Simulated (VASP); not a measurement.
A convergence study with VASP on SrTe (rock salt): one setting is varied, all else stays as given below, so the limit is that of these other settings. Each run relaxes cell and ions from the cell shown. The basis is that of the starting cell, so low cut-offs carry a Pulay error.

```xyz
2
Lattice="0.0000 3.3300 3.3300 3.3300 0.0000 3.3300 3.3300 3.3300 0.0000" Properties=species:S:1:pos:R:3 pbc="T T T"
Sr     0.0000     0.0000     0.0000
Te     3.3300     3.3300     3.3300
```

These are PBE GGA, VASP's PBE PAW potentials (set 64) (plane waves; VASP) values and carry that method's errors. The tightest run used: 700 eV cut-off, 6×6×6 Γ-centred mesh, Gaussian smearing of 0.050 eV, potentials Sr_sv Te.

Unless said otherwise, spin-orbit coupling is left out, though it shifts the bands of the heavy elements here. Gaps are read on the run's mesh, which can miss a band edge.

```csv
setting,relaxed volume (Å³/atom),E (eV/atom),gap on the mesh (eV),plane waves
ENCUT = 150,34.990,-4.2703,1.543,331
ENCUT = 200,37.738,-4.1363,1.746,489
ENCUT = 250,37.812,-4.1323,1.752,680
```

Problem. These are the cheaper rows. Estimate the results at ENCUT = 700, and how far the last row shown lies from them.

Solution. 
| quantity | tightest run | last row shown is off by |
|---|---|---|
| relaxed volume (Å³/atom) | 38.023 | -0.211 |
| E (eV/atom) | -4.1340 | 0.0018 |
| gap on the mesh (eV) | 1.767 | -0.016 |

Left out are rungs that failed or repeat a setting and relaxations that didn't move; long series are thinned to 24 rows.

The compound is SrTe in the rock salt structure.
